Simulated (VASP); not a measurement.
Computed with PBE GGA with D4 dispersion, VASP's PBE PAW potentials (set 64) (plane waves; VASP).

VASP input:

### INCAR
```
ALGO  =  Normal
EDIFF  =  1E-6
EDIFFG  =  -0.01
ENCUT  =  520
GGA  =  PE
IBRION  =  2
ISIF  =  3
ISMEAR  =  1
IVDW  =  13
LASPH  =  .True.
LCHARG  =  .False.
LMAXMIX  =  6
LREAL  =  .False.
LWAVE  =  .False.
NELM  =  100
NSW  =  60
PREC  =  Accurate
SIGMA  =  0.1
SYSTEM  =  Tm
```

File KPOINTS:
```
Automatic mesh
0
Gamma
11 11 6
0 0 0
```

POSCAR:
```
Tm
1
    1.7700000000    -3.0657300000     0.0000000000
    1.7700000000     3.0657300000     0.0000000000
    0.0000000000     0.0000000000     5.5500000000
Tm
2
Direct
  0.3333330000   0.6666670000   0.2500000000
  0.6666670000   0.3333330000   0.7500000000
```

POTCAR, in this order: Tm_3 (PBE.64 set). Program: vasp_std.

Output of the run:

File OSZICAR:
```
       N       E                     dE             d eps       ncg     rms          rms(c)
DAV:   1     0.671177135745E+02    0.67118E+02   -0.84604E+03  1664   0.131E+03
DAV:   2    -0.433783877722E+01   -0.71456E+02   -0.70347E+02  1687   0.409E+02
DAV:   3    -0.883177515225E+01   -0.44939E+01   -0.42298E+01  2701   0.627E+01
DAV:   4    -0.894608379340E+01   -0.11431E+00   -0.11278E+00  2629   0.847E+00
DAV:   5    -0.894752710142E+01   -0.14433E-02   -0.14428E-02  2408   0.841E-01    0.237E+01
DAV:   6    -0.894302297825E+01    0.45041E-02   -0.32660E-02  2571   0.217E+00    0.141E+01
DAV:   7    -0.895622372320E+01   -0.13201E-01   -0.57731E-02  2484   0.282E+00    0.381E-01
DAV:   8    -0.895598228520E+01    0.24144E-03   -0.33014E-03  2167   0.519E-01    0.926E-02
DAV:   9    -0.895599717171E+01   -0.14887E-04   -0.25025E-04  2682   0.168E-01    0.298E-02
DAV:  10    -0.895599020152E+01    0.69702E-05   -0.27197E-05  2354   0.478E-02    0.380E-02
DAV:  11    -0.895599084778E+01   -0.64626E-06   -0.25799E-06  1710   0.162E-02
   1 F= -.93261101E+01 E0= -.93269712E+01  d E =-.932611E+01
       N       E                     dE             d eps       ncg     rms          rms(c)
DAV:   1    -0.897356003511E+01   -0.17570E-01   -0.50575E-01  1831   0.831E+00    0.987E-01
DAV:   2    -0.895931318247E+01    0.14247E-01   -0.40390E-02  2019   0.242E+00    0.436E-01
DAV:   3    -0.895189539808E+01    0.74178E-02   -0.13325E-02  2472   0.126E+00    0.152E-01
DAV:   4    -0.895177493462E+01    0.12046E-03   -0.11211E-03  2518   0.347E-01    0.108E-01
DAV:   5    -0.895181738195E+01   -0.42447E-04   -0.12921E-04  2243   0.108E-01    0.877E-03
DAV:   6    -0.895181497396E+01    0.24080E-05   -0.74117E-06  2519   0.250E-02    0.483E-03
DAV:   7    -0.895181321355E+01    0.17604E-05   -0.62030E-07   977   0.802E-03    0.769E-04
DAV:   8    -0.895181309913E+01    0.11443E-06   -0.14150E-07   937   0.546E-03
   2 F= -.93289733E+01 E0= -.93297290E+01  d E =-.286320E-02
       N       E                     dE             d eps       ncg     rms          rms(c)
DAV:   1    -0.895218164094E+01   -0.36843E-03   -0.10183E-03  1868   0.373E-01    0.442E-02
DAV:   2    -0.895215302168E+01    0.28619E-04   -0.82834E-05  2024   0.112E-01    0.196E-02
DAV:   3    -0.895213834065E+01    0.14681E-04   -0.26425E-05  2482   0.561E-02    0.673E-03
DAV:   4    -0.895213789497E+01    0.44568E-06   -0.17902E-06  1078   0.157E-02
   3 F= -.93289812E+01 E0= -.93297377E+01  d E =-.287112E-02
       N       E                     dE             d eps       ncg     rms          rms(c)
DAV:   1    -0.895228129264E+01   -0.14295E-03   -0.17925E-04  1746   0.157E-01    0.199E-02
DAV:   2    -0.895227612877E+01    0.51639E-05   -0.15076E-05  2049   0.481E-02    0.862E-03
DAV:   3    -0.895227356189E+01    0.25669E-05   -0.46008E-06  2258   0.237E-02    0.280E-03
DAV:   4    -0.895227346713E+01    0.94757E-07   -0.43280E-07   871   0.774E-03
   4 F= -.93289806E+01 E0= -.93297375E+01  d E =-.287055E-02
       N       E                     dE             d eps       ncg     rms          rms(c)
DAV:   1    -0.895362136698E+01   -0.13478E-02   -0.29940E-02  1937   0.143E+00    0.153E-01
DAV:   2    -0.895318048664E+01    0.44088E-03   -0.11585E-03  2363   0.466E-01    0.803E-02
DAV:   3    -0.895295233751E+01    0.22815E-03   -0.26586E-04  2771   0.165E-01    0.385E-02
DAV:   4    -0.895295017421E+01    0.21633E-05   -0.40065E-05  2407   0.530E-02    0.197E-02
DAV:   5    -0.895295003577E+01    0.13844E-06   -0.24652E-06  1228   0.170E-02
   5 F= -.93292582E+01 E0= -.93299762E+01  d E =-.277589E-03
       N       E                     dE             d eps       ncg     rms          rms(c)
DAV:   1    -0.895355083327E+01   -0.60066E-03   -0.13814E-02  1924   0.971E-01    0.104E-01
DAV:   2    -0.895334901513E+01    0.20182E-03   -0.53846E-04  2379   0.319E-01    0.544E-02
DAV:   3    -0.895324471336E+01    0.10430E-03   -0.12211E-04  2763   0.111E-01    0.257E-02
DAV:   4    -0.895324368180E+01    0.10316E-05   -0.18616E-05  2385   0.362E-02    0.133E-02
DAV:   5    -0.895324353160E+01    0.15020E-06   -0.93264E-07   895   0.114E-02
   6 F= -.93292867E+01 E0= -.93299872E+01  d E =-.306065E-03
```

**OUTCAR**
```
------------------------ aborting loop because EDIFF is reached ----------------------------------------
  Edisp (eV):   -0.37604
  FORCE on cell =-STRESS in cart. coord.  units (eV):
  Direction    XX          YY          ZZ          XY          YZ          ZX
  --------------------------------------------------------------------------------------
  Total      -0.01527    -0.01527     0.00198     0.00000     0.00000     0.00000
  in kB      -0.41262    -0.41262     0.05363     0.00000     0.00000     0.00000
  external pressure =       -0.26 kB  Pullay stress =        0.00 kB
  volume of cell :       59.29
      direct lattice vectors                 reciprocal lattice vectors
     1.768180923 -3.062579265  0.000000000     0.282776493 -0.163261081 -0.000000000
     1.768180923  3.062579265 -0.000000000     0.282776493  0.163261081  0.000000000
     0.000000000 -0.000000000  5.474457124     0.000000000  0.000000000  0.182666514
 POSITION                                       TOTAL-FORCE (eV/Angst)
 -----------------------------------------------------------------------------------
      1.76818      1.02086      1.36861        -0.000000     -0.000000      0.000000
      1.76818     -1.02086      4.10584         0.000000      0.000000      0.000000
 -----------------------------------------------------------------------------------
    total drift:                               -0.000001      0.000070     -0.000012
  FREE ENERGIE OF THE ION-ELECTRON SYSTEM (eV)
  ---------------------------------------------------
  free  energy   TOTEN  =        -9.3292867145 eV

  energy  without entropy=       -9.3313882643  energy(sigma->0) =       -9.32998723

 reached required accuracy - stopping structural energy minimisation
```
(Selected blocks of OUTCAR.)

File CONTCAR:
```
Tm
   1.00000000000000
     1.7681809225795513   -3.0625792652621642    0.0000000000000000
     1.7681809225795513    3.0625792652621642   -0.0000000000000000
     0.0000000000000000   -0.0000000000000000    5.4744571242646742
  Tm
     2
Direct
     0.3333330000000032    0.6666669999999968    0.2500000000000000
     0.6666669999999968    0.3333330000000032    0.7500000000000000
```

The 4f electrons are frozen in the core of the lanthanide potential, so 4f levels, which can set the real gap, and their magnetism are missing.

The compound is Tm in the hcp structure. This run relaxes it. Symmetry was kept, so distortions that lower it aren't found.
